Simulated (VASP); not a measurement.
Energy against volume of MnF$_{2}$ (rutile). Computed with r2SCAN+rVV10, VASP's PBE PAW potentials (set 64) (plane waves; VASP 6.6.1). Run with 520 eV cut-off, 5×5×7 Γ-centred mesh, Gaussian smearing of 0.050 eV, potentials Mn_pv F.

Shape and ions are relaxed at each volume.

| V (Å³/atom) | E (eV/atom) |
|---|---|
| 12.494 | -9.60391 |
| 12.880 | -9.60806 |
| 13.267 | -9.60526 |
| 13.653 | -9.59654 |

Task: Fit these four points and predict the energy of the run at 12.107 Å³/atom.

Result: A cubic in V^(−2/3), the third-order Birch-Murnaghan form, passes through the four points with V0 = 12.91 Å³/atom and B0 = 95 GPa, and gives -9.5916 eV/atom there. The run gave -9.5911 eV/atom, +0.5 meV/atom from the fit; all five points give B0 = 96 GPa.

The compound is MnF2 in the rutile structure. It was relaxed first.
